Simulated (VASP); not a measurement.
VASP ran on this input.

KPOINTS:
```
Automatic mesh
0
Gamma
6 6 6
0 0 0
```

POSCAR:
```
ZnS
1
    0.0000000000     2.7591000000     2.7591000000
    2.7591000000     0.0000000000     2.7591000000
    2.7591000000     2.7591000000     0.0000000000
Zn S
1 1
Direct
  0.0000000000   0.0000000000   0.0000000000
  0.2500000000   0.2500000000   0.2500000000
```

### INCAR
```
SYSTEM = ZnS
PREC = Accurate
ENCUT = 400
EDIFF = 1E-6
NELM = 60
ALGO = VeryFast
LREAL = .FALSE.
LASPH = .TRUE.
ISMEAR = 0
SIGMA = 0.05
GGA = PE
LMAXMIX = 4
LWAVE = .FALSE.
LCHARG = .FALSE.
ISIF = 2
NELMDL = -1
```

POTCAR, in this order: Zn S (PBE.64 set). Program: vasp_std.

Output

**standard output**
```
...
RMM:  21     0.957584357509E+03   -0.14342E+00   -0.15444E+00   801   0.440E+01    0.794E+00
RMM:  22     0.957429416740E+03   -0.15494E+00   -0.16354E+00   816   0.426E+01    0.760E+00
RMM:  23     0.957319917516E+03   -0.10950E+00   -0.11357E+00   817   0.412E+01    0.948E+00
RMM:  24     0.957172220350E+03   -0.14770E+00   -0.14568E+00   806   0.401E+01    0.986E+00
RMM:  25     0.957075778572E+03   -0.96442E-01   -0.96902E-01   816   0.389E+01    0.105E+01
RMM:  26     0.957033547054E+03   -0.42232E-01   -0.46910E-01   829   0.378E+01    0.116E+01
RMM:  27     0.957024608995E+03   -0.89381E-02   -0.16512E-01   817   0.368E+01    0.121E+01
RMM:  28     0.957007525542E+03   -0.17083E-01   -0.18800E-01   816   0.358E+01    0.133E+01
RMM:  29     0.956979167496E+03   -0.28358E-01   -0.32161E-01   797   0.350E+01    0.141E+01
RMM:  30     0.956934929493E+03   -0.44238E-01   -0.47570E-01   788   0.341E+01    0.152E+01
RMM:  31     0.956868473848E+03   -0.66456E-01   -0.70066E-01   808   0.333E+01    0.159E+01
RMM:  32     0.956789969458E+03   -0.78504E-01   -0.79735E-01   786   0.326E+01    0.169E+01
RMM:  33     0.956703303737E+03   -0.86666E-01   -0.89053E-01   792   0.319E+01    0.176E+01
RMM:  34     0.956616140283E+03   -0.87163E-01   -0.88449E-01   792   0.312E+01    0.185E+01
RMM:  35     0.956532962454E+03   -0.83178E-01   -0.84916E-01   798   0.306E+01    0.191E+01
RMM:  36     0.956452637540E+03   -0.80325E-01   -0.81347E-01   796   0.300E+01    0.200E+01
RMM:  37     0.956376736962E+03   -0.75901E-01   -0.76474E-01   799   0.294E+01    0.205E+01
RMM:  38     0.956301861067E+03   -0.74876E-01   -0.75667E-01   787   0.289E+01    0.214E+01
RMM:  39     0.956230170399E+03   -0.71691E-01   -0.71834E-01   802   0.283E+01    0.219E+01
RMM:  40     0.956156734207E+03   -0.73436E-01   -0.73697E-01   808   0.278E+01    0.226E+01
RMM:  41     0.956087474020E+03   -0.69260E-01   -0.69294E-01   800   0.273E+01    0.231E+01
RMM:  42     0.956015370380E+03   -0.72104E-01   -0.72172E-01   804   0.269E+01    0.238E+01
RMM:  43     0.955948678951E+03   -0.66691E-01   -0.66628E-01   792   0.264E+01    0.242E+01
RMM:  44     0.955879692541E+03   -0.68986E-01   -0.68922E-01   806   0.260E+01    0.248E+01
RMM:  45     0.955818153205E+03   -0.61539E-01   -0.61503E-01   798   0.256E+01    0.252E+01
RMM:  46     0.955755289779E+03   -0.62863E-01   -0.62585E-01   804   0.252E+01    0.257E+01
RMM:  47     0.955697925763E+03   -0.57364E-01   -0.55992E-01   816   0.248E+01    0.261E+01
RMM:  48     0.955640659022E+03   -0.57267E-01   -0.57240E-01   817   0.245E+01    0.266E+01
RMM:  49     0.955589289452E+03   -0.51370E-01   -0.51341E-01   788   0.241E+01    0.269E+01
RMM:  50     0.955534655563E+03   -0.54634E-01   -0.54380E-01   791   0.238E+01    0.275E+01
RMM:  51     0.955484809434E+03   -0.49846E-01   -0.49915E-01   787   0.235E+01    0.278E+01
RMM:  52     0.955430163112E+03   -0.54646E-01   -0.53990E-01   814   0.232E+01    0.281E+01
RMM:  53     0.955378655558E+03   -0.51508E-01   -0.51541E-01   819   0.229E+01    0.284E+01
RMM:  54     0.955323839219E+03   -0.54816E-01   -0.54831E-01   803   0.226E+01    0.289E+01
RMM:  55     0.955272168351E+03   -0.51671E-01   -0.52311E-01   784   0.223E+01    0.291E+01
RMM:  56     0.955217453814E+03   -0.54715E-01   -0.55958E-01   786   0.220E+01    0.295E+01
RMM:  57     0.955190500721E+03   -0.26953E-01   -0.46015E-01   815   0.217E+01    0.289E+01
RMM:  58     0.955154001980E+03   -0.36499E-01   -0.49554E-01   816   0.215E+01    0.285E+01
RMM:  59     0.955106882515E+03   -0.47119E-01   -0.47380E-01   818   0.212E+01    0.286E+01
RMM:  60     0.955062576277E+03   -0.44306E-01   -0.52289E-01   813   0.210E+01

 -----------------------------------------------------------------------------
|                                                                             |
|           W    W    AA    RRRRR   N    N  II  N    N   GGGG   !!!           |
|           W    W   A  A   R    R  NN   N  II  NN   N  G    G  !!!           |
|           W    W  A    A  R    R  N N  N  II  N N  N  G       !!!           |
|           W WW W  AAAAAA  RRRRR   N  N N  II  N  N N  G  GGG   !            |
|           WW  WW  A    A  R   R   N   NN  II  N   NN  G    G                |
|           W    W  A    A  R    R  N    N  II  N    N   GGGG   !!!           |
|                                                                             |
|     The electronic self-consistency was not achieved in the given           |
|     number of steps (NELM). The forces and other quantities evaluated       |
|     might not be reliable so examine the results carefully. If you find     |
|     spurious results, we suggest increasing NELM, if you were close to      |
|     convergence or switching to a different ALGO or adjusting the           |
|     density mixing parameters otherwise.                                    |
|                                                                             |
 -----------------------------------------------------------------------------

   1 F= 0.95506258E+03 E0= 0.95506413E+03  d E =-.311728E-02
```

OUTCAR:
```
------------------------ aborting loop EDIFF was not reached (unconverged)  ----------------------------
  FORCE on cell =-STRESS in cart. coord.  units (eV):
  Direction    XX          YY          ZZ          XY          YZ          ZX
  --------------------------------------------------------------------------------------
  Total      128.6201193    128.6201193    128.6201193      0.0000000     -0.0000000      0.0000000
  in kB     4905.5439510   4905.5439510   4905.5439510      0.0000000     -0.0000000      0.0000000
  external PRESSURE =    4905.5439510 kB  Pullay stress =       0.0000000 kB
  volume of cell :       42.01
      direct lattice vectors                 reciprocal lattice vectors
     0.000000000  2.759100000  2.759100000    -0.181218513  0.181218513  0.181218513
     2.759100000  0.000000000  2.759100000     0.181218513 -0.181218513  0.181218513
     2.759100000  2.759100000  0.000000000     0.181218513  0.181218513 -0.181218513
  FREE ENERGIE OF THE ION-ELECTRON SYSTEM (eV)
  ---------------------------------------------------
  free  energy   TOTEN  =       955.0625762771 eV

  energy  without entropy=      955.0656935526  energy(sigma->0) =      955.06413491
```
(Selected blocks of OUTCAR.)

### Question
Read the log: what went wrong, and how is it fixed?

### Answer
The cause: ALGO = VeryFast starts from random orbitals with almost no delay (NELMDL = -1). The run did not converge; its last values are not results. Against the sound run, the energy per atom (σ→0) goes up by 480.950 eV/atom; the pressure increases by 493.22 GPa; the band gap falls by 1.84 eV. To mend it, set ALGO = Normal, remove NELMDL.

The mended run (PBE GGA, plane waves, VASP's PBE PAW potentials (set 64)) converges, and its OSZICAR ends with
```
   1 F= -.68358738E+01 E0= -.68358738E+01  d E =-.396868E-11
```

The compound is ZnS in the zinc blende structure. The cell was not relaxed at this level.
